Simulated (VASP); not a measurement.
# BaC2 (R-3m) in VASP: notebook

Runs on BaC2. Level: LDA. Tasks: single point.

All numbers are computed with VASP 6.6.1; they aren't measurements. Logs are shortened: lines on timing, memory, paths and dates and some standing lists are left out, and cuts for length are marked.

### Step 1. The crystal as given

The structure is trigonal, space group R-3m (No. 166). Conventional cell: a = 5.238 Å, b = 5.238 Å, c = 7.458 Å, α = 90.00°, β = 90.00°, γ = 120.00°. Ba (site symmetry -3m) has 8 C at 3.08 to 3.10 Å as nearest neighbours. C (site symmetry 3m) has 1 C at 1.27 Å as nearest neighbours.

The cell comes from a database or a generator and needn't be the stable form of this composition.

### Step 2. Single point, LDA

INCAR

```
  ALGO = Fast
  EDIFF = 1E-7
  ENCUT = 520
  ISIF = 2
  ISMEAR = 0
  LASPH = T
  LCHARG = T
  LELF = T
  LREAL = F
  LVHAR = T
  LWAVE = F
  NBANDS = 16
  NELM = 100
  PREC = Accurate
  SIGMA = 0.05
```

KPOINTS

```
k-points
0
Gamma
  9 9 9
```

POSCAR

```
BaC2
1.0
    2.6188173636      1.5119749099      2.4859528344
   -2.6188173636      1.5119749099      2.4859528344
    0.0000000000     -3.0239498197      2.4859528344
Ba C
1 2
Direct
    0.0000000000      0.0000000000      0.0000000000
    0.5849370000      0.5849370000      0.5849370000
    0.4150630000      0.4150630000      0.4150630000
```

Potentials or basis: VASP PAW LDA potentials, release 64 (Ba_sv, C).

Started as:

```console
> cat potpaw_LDA.64/Ba_sv/POTCAR potpaw_LDA.64/C/POTCAR > POTCAR
> mpirun -np 1 vasp_std > vasp.out
```

OUTCAR:

```text
EDIFF = 1E-7
   ENCUT = 520
   ISIF = 2
   ISMEAR = 0
   LASPH = T
   LREAL = F
   NELM = 100
   PREC = Accurate

 ion  position               nearest neighbor table
   1  0.000  0.000  0.000-   2 3.08   2 3.08   3 3.08   3 3.08   2 3.08   3 3.08   3 3.10   2 3.10

   2  0.585  0.585  0.585-   3 1.27   1 3.08   1 3.08   1 3.08   1 3.10
   3  0.415  0.415  0.415-   2 1.27   1 3.08   1 3.08   1 3.08   1 3.10

  LATTYP: Found a trigonal (rhomboedric) cell.
 ALAT       =     3.9146179899
 COS(alpha) =     0.1049204312

  Lattice vectors:

 A1 = (   2.6188173636,   1.5119749099,   2.4859528344)
 A2 = (  -2.6188173636,   1.5119749099,   2.4859528344)
 A3 = (   0.0000000000,  -3.0239498197,   2.4859528344)

Analysis of symmetry for initial positions (statically):
=====================================================================
 Subroutine PRICEL returns:
 Original cell was already a primitive cell.

 Routine SETGRP: Setting up the symmetry group for a
 trigonal (rhombohedral) supercell.

 Subroutine GETGRP returns: Found 12 space group operations
 (whereof 12 operations were pure point group operations)
 out of a pool of 12 trial point group operations.

The static configuration has the point symmetry D_3d.

Analysis of symmetry for dynamics (positions and initial velocities):
=====================================================================
 Subroutine PRICEL returns:
 Original cell was already a primitive cell.

 Routine SETGRP: Setting up the symmetry group for a
 trigonal (rhombohedral) supercell.

 Subroutine GETGRP returns: Found 12 space group operations
 (whereof 12 operations were pure point group operations)
 out of a pool of 12 trial point group operations.

The dynamic configuration has the point symmetry D_3d.

 Subroutine INISYM returns: Found 12 space group operations
 (whereof 12 operations are pure point group operations),
 and found     1 'primitive' translations

----------------------------------------------------------------------------------------

                                     Primitive cell

  volume of cell :      59.0601

  direct lattice vectors                    reciprocal lattice vectors
     2.618817364  1.511974910  2.485952834     0.190925876  0.110231106  0.134086749
    -2.618817364  1.511974910  2.485952834    -0.190925876  0.110231106  0.134086749
     0.000000000 -3.023949820  2.485952834     0.000000000 -0.220462212  0.134086749

  length of vectors
     3.914617990  3.914617990  3.914617990     0.258036515  0.258036515  0.258036515

  position of ions in fractional coordinates (direct lattice)
     0.000000000  0.000000000  0.000000000
     0.584937000  0.584937000  0.584937000
     0.415063000  0.415063000  0.415063000

  ion indices of the primitive-cell ions
   primitive index   ion index
                 1           1
                 2           2
                 3           3

----------------------------------------------------------------------------------------

 KPOINTS: k-points

Automatic generation of k-mesh.
 Grid dimensions read from file:
 generate k-points for:    9    9    9

 Generating k-lattice:

  Cartesian coordinates                     Fractional coordinates (reciprocal lattice)
     0.021213986  0.012247901  0.014898528     0.111111111  0.000000000  0.000000000
    -0.021213986  0.012247901  0.014898528     0.000000000  0.111111111  0.000000000
     0.000000000 -0.024495801  0.014898528     0.000000000  0.000000000  0.111111111

  Length of vectors
     0.028670724  0.028670724  0.028670724

  Shift w.r.t. Gamma in fractional coordinates (k-lattice)
     0.000000000  0.000000000  0.000000000

 Subroutine IBZKPT returns following result:
 ===========================================

 Found     85 irreducible k-points:

 Following reciprocal coordinates:
            Coordinates               Weight
  0.000000  0.000000  0.000000      1.000000
  0.111111 -0.000000  0.000000      6.000000
  0.222222 -0.000000  0.000000      6.000000
  0.333333 -0.000000  0.000000      6.000000
  0.444444 -0.000000  0.000000      6.000000
  0.111111  0.111111  0.000000      6.000000
[... 16 lines left out ...]
 -0.333333  0.333333  0.000000      6.000000
  0.444444  0.444444  0.000000      6.000000
 [... further k-points ...]
   k-points           NKPTS =     85   k-points in BZ     NKDIM =     85   number of bands    NBANDS=     16
   number of dos      NEDOS =    301   number of ions     NIONS =      3
   total plane-waves  NPLWV =  27000
   dimension x,y,z NGX =    30 NGY =   30 NGZ =   30
   dimension x,y,z NGXF=    60 NGYF=   60 NGZF=   60
   ions per type =               1   2
   NGX,Y,Z   is equivalent  to a cutoff of  12.74, 12.74, 12.74 a.u.
   NGXF,Y,Z  is equivalent  to a cutoff of  25.48, 25.48, 25.48 a.u.
 SYSTEM =  unknown system
   PREC   = accura    normal or accurate (medium, high low for compatibility)
   ISTART =      0    job   : 0-new  1-cont  2-samecut
   ICHARG =      2    charge: 1-file 2-atom 10-const
   ISPIN  =      1    spin polarized calculation?
   LNONCOLLINEAR =      F non collinear calculations
   LSORBIT =      F    spin-orbit coupling
   LASPH  =      T    aspherical Exc in radial PAW
   ENCUT  =  520.0 eV  38.22 Ry    6.18 a.u.   7.28  7.28  7.28*2*pi/ulx,y,z
   NELM   =    100;   NELMIN=  2; NELMDL= -5     # of ELM steps
   EDIFF  = 0.1E-06   stopping-criterion for ELM
   LREAL  =      F    real-space projection
   EDIFFG = 0.1E-05   stopping-criterion for IOM
   NSW    =      0    number of steps for IOM
   IBRION =     -1    ionic relax: 0-MD 1-quasi-New 2-CG
   NFREE  =      0    steps in history (QN), initial steepest desc. (CG)
   ISIF   =      2    stress and relaxation
   ISYM   =      2    0-nonsym 1-usesym 2-fastsym
   POTIM  = 0.5000    time-step for ionic-motion
   TEBEG  =    0.0;   TEEND  =   0.0 temperature during run
   PSTRESS=    0.0 pullay stress
   NELECT =      18.0000    total number of electrons
   NUPDOWN=      -1.0000    fix difference up-down
   EMIN   =  10.00;   EMAX   =-10.00  energy-range for DOS
   EFERMI =   0.00;   METHOD = LEGACY
   ISMEAR =     0;   SIGMA  =   0.05  broadening in eV -4-tet -1-fermi 0-gaus
   EFERMI_NEDOS =   21; number of points for ismear=-14 and -15
   IALGO  =     68    algorithm
   IMIX   =      4    mixing-type and parameters
     AMIX     =   0.40;   BMIX     =  1.00
     AMIX_MAG =   1.60;   BMIX_MAG =  1.00
  volume/ion in A,a.u.               =      19.69       132.85
  Fermi-wavevector in a.u.,A,eV,Ry     =   1.101711  2.081932 16.514305  1.213767
  Thomas-Fermi vector in A             =   2.238143
   LORBIT       =      0    0 simple, 1 ext, 2 COOP (PROOUT), +10 PAW based schemes
   GGA     = CA    functional components
   LHFCALC =     F    Hartree Fock is set to
   AEXX    =    0.0000 exact exchange contribution
   IVDW    =     0    specifies the selected vdW correction
   LEPSILON=     F    determine dielectric tensor
   LRPA    =     F    only Hartree local field effects (RPA)
 non-spin polarized calculation
 RMM-DIIS sequential band-by-band and
 Gauss-broadening in eV      SIGMA  =   0.05
  energy-cutoff  :      520.00
  volume of cell :       59.06
 maximum number of plane-waves:      1608
 NGX is ok and might be reduce to    30
   NGX = 15   NGY = 15   NGZ = 15

 number of electron      17.9999999 magnetization

 Free energy of the ion-electron system (eV)
  ---------------------------------------------------
  ext. energy  EPLUGINS =         0.00000000
  ---------------------------------------------------
  free energy    TOTEN  =       -21.70114337 eV

  energy without entropy =      -21.70114337  energy(sigma->0) =      -21.70114337

 E-fermi :   1.8792     XC(G=0):  -9.7468

 val. band max:        1.6054125127   @ k =  -0.4444   0.4444   0.4444
 cond. band min:       2.8494786425   @ k =   0.0000   0.0000   0.0000
 fundamental gap:      1.2440661297
 Fermi energy:         1.8792443116

 k-point     1 :       0.0000    0.0000    0.0000
  band No.  band energies     occupation
      1     -25.0671      2.00000
      2     -10.8380      2.00000
      3      -9.9830      2.00000
      4      -9.9830      2.00000
      5      -9.8648      2.00000
      6      -0.7867      2.00000
[... 8 lines left out ...]
     15       8.9237      0.00000
     16      10.8713      0.00000

 k-point     2 :       0.1111   -0.0000    0.0000
  band No.  band energies     occupation
      1     -25.0583      2.00000
      2     -10.9735      2.00000
      3      -9.9712      2.00000
      4      -9.8966      2.00000
      5      -9.8663      2.00000
      6      -1.1490      2.00000
[... 8 lines left out ...]
     15       8.7783      0.00000
     16      10.4480      0.00000

 k-point     3 :       0.2222   -0.0000    0.0000
  band No.  band energies     occupation
      1     -25.0359      2.00000
      2     -11.2591      2.00000
      3      -9.9410      2.00000
      4      -9.8763      2.00000
      5      -9.7186      2.00000
      6      -1.6936      2.00000
[... 8 lines left out ...]
     15       8.9682      0.00000
     16       9.5955      0.00000

 k-point     4 :       0.3333   -0.0000    0.0000
  band No.  band energies     occupation
      1     -25.0101      2.00000
      2     -11.5358      2.00000
      3      -9.9061      2.00000
      4      -9.8763      2.00000
      5      -9.5583      2.00000
      6      -2.1671      2.00000
[... 8 lines left out ...]
     15       8.8814      0.00000
     16       9.5440      0.00000

 k-point     5 :       0.4444   -0.0000    0.0000
  band No.  band energies     occupation
      1     -24.9931      2.00000
      2     -11.7008      2.00000
      3      -9.8830      2.00000
      4      -9.8733      2.00000
      5      -9.4630      2.00000
      6      -2.4366      2.00000
[... 8 lines left out ...]
     15       8.5461      0.00000
     16       9.2504      0.00000

 k-point     6 :       0.1111    0.1111    0.0000
  band No.  band energies     occupation
      1     -25.0501      2.00000
      2     -10.9958      2.00000
      3     -10.0656      2.00000
      4      -9.9093      2.00000
      5      -9.7885      2.00000
      6      -1.4284      2.00000
[... 8 lines left out ...]
     15       8.8483      0.00000
     16      10.5548      0.00000

 k-point     7 :       0.2222    0.1111    0.0000
  band No.  band energies     occupation
      1     -25.0282      2.00000
      2     -11.1958      2.00000
      3     -10.0733      2.00000
      4      -9.8814      2.00000
      5      -9.7196      2.00000
      6      -1.8036      2.00000
[... 8 lines left out ...]
     15       9.2062      0.00000
     16       9.8487      0.00000

 k-point     8 :       0.3333    0.1111    0.0000
  band No.  band energies     occupation
      1     -25.0026      2.00000
      2     -11.4535      2.00000
      3     -10.0027      2.00000
      4      -9.8726      2.00000
      5      -9.6473      2.00000
      6      -2.1540      2.00000
[... 8 lines left out ...]
     15       9.0475      0.00000
     16       9.5804      0.00000

 k-point     9 :       0.4444    0.1111    0.0000
  band No.  band energies     occupation
      1     -24.9854      2.00000
      2     -11.6285      2.00000
      3      -9.9657      2.00000
      4      -9.8792      2.00000
      5      -9.5591      2.00000
      6      -2.3431      2.00000
[... 8 lines left out ...]
     15       8.6205      0.00000
     16       9.3459      0.00000
[... 172 lines left out ...]
 k-point    19 :      -0.2222    0.2222    0.0000
  band No.  band energies     occupation
      1     -25.0046      2.00000
      2     -11.3585      2.00000
      3     -10.2858      2.00000
      4      -9.8532      2.00000
      5      -9.5108      2.00000
      6      -1.4172      2.00000
[... 8 lines left out ...]
     15       9.1298      0.00000
     16       9.5983      0.00000

 k-point    20 :       0.3333    0.3333    0.0000
  band No.  band energies     occupation
      1     -24.9580      2.00000
      2     -11.1708      2.00000
      3     -10.4790      2.00000
      4     -10.0112      2.00000
      5      -9.7720      2.00000
      6      -1.9798      2.00000
[... 8 lines left out ...]
     15       8.7057      0.00000
     16      10.5200      0.00000

 k-point    21 :       0.4444    0.3333    0.0000
  band No.  band energies     occupation
      1     -24.9417      2.00000
      2     -11.1751      2.00000
      3     -10.4908      2.00000
      4     -10.1321      2.00000
      5      -9.7721      2.00000
      6      -1.8953      2.00000
[... 8 lines left out ...]
     15       9.4273      0.00000
     16      10.2175      0.00000

 k-point    22 :      -0.4444    0.3333    0.0000
  band No.  band energies     occupation
      1     -24.9409      2.00000
      2     -11.2260      2.00000
      3     -10.5753      2.00000
      4      -9.9830      2.00000
      5      -9.7763      2.00000
      6      -1.7661      2.00000
[... 8 lines left out ...]
     15       9.7065      0.00000
     16      10.0841      0.00000

 k-point    23 :      -0.3333    0.3333    0.0000
  band No.  band energies     occupation
      1     -24.9561      2.00000
      2     -11.3070      2.00000
      3     -10.5670      2.00000
      4      -9.7998      2.00000
      5      -9.7361      2.00000
      6      -1.6334      2.00000
[... 8 lines left out ...]
     15       9.3566      0.00000
     16       9.7847      0.00000

 k-point    24 :       0.4444    0.4444    0.0000
  band No.  band energies     occupation
      1     -24.9260      2.00000
      2     -10.9136      2.00000
      3     -10.6112      2.00000
      4     -10.4429      2.00000
      5      -9.7690      2.00000
      6      -1.7650      2.00000
[... 8 lines left out ...]
     15       9.8907      0.00000
     16      10.7148      0.00000

 [... further k-points ...]

------------------------ aborting loop because EDIFF is reached ----------------------------------------

  FORCE on cell =-STRESS in cart. coord.  units (eV):
  Direction    XX          YY          ZZ          XY          YZ          ZX
  --------------------------------------------------------------------------------------
  -------------------------------------------------------------------------------------
  Total       -1.5184825     -1.5184825     -1.9713258      0.0000000     -0.0000000      0.0000000
  in kB      -41.1932860    -41.1932860    -53.4779872      0.0000000     -0.0000000      0.0000000
  external PRESSURE =     -45.2881864 kB  Pullay stress =       0.0000000 kB

 VOLUME and BASIS-vectors are now :
 -----------------------------------------------------------------------------
  energy-cutoff  :      520.00
  volume of cell :       59.06
      direct lattice vectors                 reciprocal lattice vectors
     2.618817364  1.511974910  2.485952834     0.190925876  0.110231106  0.134086749
    -2.618817364  1.511974910  2.485952834    -0.190925876  0.110231106  0.134086749
     0.000000000 -3.023949820  2.485952834     0.000000000 -0.220462212  0.134086749

 POSITION                                       TOTAL-FORCE (eV/Angst)
 -----------------------------------------------------------------------------------
      0.00000      0.00000      0.00000         0.000000      0.000000     -0.000000
      0.00000      0.00000      4.36238         0.000000     -0.000000     -0.390170
      0.00000      0.00000      3.09548         0.000000      0.000000      0.390170
 -----------------------------------------------------------------------------------
    total drift:                                0.000000     -0.000000     -0.000000

  FREE ENERGIE OF THE ION-ELECTRON SYSTEM (eV)
  ---------------------------------------------------
  free  energy   TOTEN  =       -21.7011433740 eV

  energy  without entropy=      -21.7011433740  energy(sigma->0) =      -21.70114337
```

Wall time 2 min (1 thread of Intel Xeon Platinum 8259CL at 2.50GHz (Skylake/Cascade Lake), shared host); peak memory 0.2 GiB.

What came out:

* Free energy: -21.7011 eV
* Pressure: -4.5 GPa
* Largest force: 0.390 eV/Å
* Band gap on the k mesh: 1.24 eV, indirect (least direct gap 2.12 eV)

Forces on the atoms (eV/Å):
```
Ba   0.000  0.000  0.000
C    0.000  0.000 -0.390
C    0.000  0.000  0.390
```

Stress tensor (GPa, compression positive):
```
-4.12  0.00  0.00
 0.00 -4.12  0.00
 0.00  0.00 -5.35
```

Caveat: spin-orbit coupling is left out, which moves the levels of the heavy elements; an odd mesh through Γ misses points on the zone boundary, where band edges often lie.

(Part 1 of 2 ends here.)
